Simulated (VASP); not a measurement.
Here is the system:

```
Rh
1.0
    2.69218     0.00000     0.00000
   -1.34609     2.33150     0.00000
    0.00000     0.00000     4.37101
Rh
2
Direct
  0.33333   0.66667   0.25000
  0.66667   0.33333   0.75000
```

Level of theory: PBEsol GGA, VASP's PBE PAW potentials (set 64) (plane waves; VASP). Run with 400 eV cut-off, 14×14×8 Γ-centred mesh, first-order Methfessel-Paxton smearing of 0.10 eV, potentials Rh_pv.

### Question
The ions, cell shape and volume are relaxed. Give the cell that the relaxation ends in.

### Answer

```
Rh
1.0
    2.68062     0.00000     0.00000
   -1.34031     2.32148     0.00000
    0.00000     0.00000     4.33645
Rh
2
Direct
  0.33333   0.66667   0.25000
  0.66667   0.33333   0.75000
```
Space group P6_3/mmc (194), at a tolerance of 0.03 Å.

### Question
How do energy and volume change from the first to the last step?

### Answer
The energy (σ→0) changes by -3.5 meV/atom and the volume by -1.6 %, in 6 ionic steps.

The structure was generated: Rh was put into the hcp type (P6_3/mmc), which need not be its known phase. This run relaxes it. Symmetry was kept, so distortions that lower it aren't found.
